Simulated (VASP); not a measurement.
A convergence study with VASP on Eu (space group Im-3m): a few settings are varied, all else stays as given below, so the limit is that of these other settings.

```
Eu
1.0
   -2.27855     2.27855     2.27855
    2.27855    -2.27855     2.27855
    2.27855     2.27855    -2.27855
Eu
1
Direct
  0.00000   0.00000   0.00000
```
Starting moments (μB, in the order of the record's atoms Eu): 7.0.

Level of theory: PBE GGA, VASP's PBE PAW potentials (set 64) (plane waves; VASP). The last row used: 300 eV cut-off, 19×19×19 Γ-centred mesh, tetrahedra with Blöchl corrections, potentials Eu.

```tsv
setting	E (eV/atom)	pressure (GPa)	moment (μB)	irreducible k-points
4×4×4 mesh	-11.3447	-3.25	7.097	8
5×5×5 mesh	-11.3443	-3.34	7.109	10
7×7×7 mesh	-11.3386	-3.45	7.158	20
8×8×8 mesh	[?]	-3.45	[?]	29
10×10×10 mesh	-11.3421	-3.46	7.222	47
12×12×12 mesh	-11.3415	-3.48	7.238	72
15×15×15 mesh	-11.3418	-3.48	7.255	120
19×19×19 mesh	[?]	[?]	[?]	220
```

Task: Complete the blanks.

Result: 
- 19×19×19 mesh, E (eV/atom): -11.3417
- 19×19×19 mesh, pressure (GPa): -3.49
- 19×19×19 mesh, moment (μB): 7.263
- 8×8×8 mesh, E (eV/atom): -11.3442
- 8×8×8 mesh, moment (μB): 7.193

Left out are rungs that failed or repeat a setting and relaxations that didn't move; long series are thinned to 24 rows.

The structure is a typed Eu crystal (space group no. 229). The cell was not relaxed at this level. The spin order is the one that the start imposed; others were not tried in this run.
